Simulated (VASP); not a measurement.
```
CELL_PARAMETERS angstrom
      0.00000     2.77293     2.77293
      2.77293     0.00000     2.77293
      2.77293     2.77293     0.00000
ATOMIC_POSITIONS crystal
  Mg 0.00000 0.00000 0.00000
  Se 0.50000 0.50000 0.50000
```

All values below come from revPBE GGA, VASP's PBE PAW potentials (set 64) (plane waves; VASP). Settings: 520 eV cut-off, 8×8×8 Γ-centred mesh, Gaussian smearing of 0.050 eV, potentials Mg Se.

Give the energy at these volumes per atom, relative to the lowest: 20.04, 20.67, 21.31, 21.95, 22.59 Å³.

15.6, 3.7, 0.0, 3.2, 12.4 meV/atom. A third-order Birch-Murnaghan fit gives B0 = 57.9 GPa and B0′ = 4.2.

Measured: a 5.460 Å (computed value off by +1.6 %), as given by M J Lucero et al., Journal of Physics Condensed Matter (2012), arXiv:1111.4515. The calculation is for a static lattice, while the measured a holds thermal and zero-point effects, which are part of the difference.

The compound is MgSe in the rock salt structure. It was relaxed first.
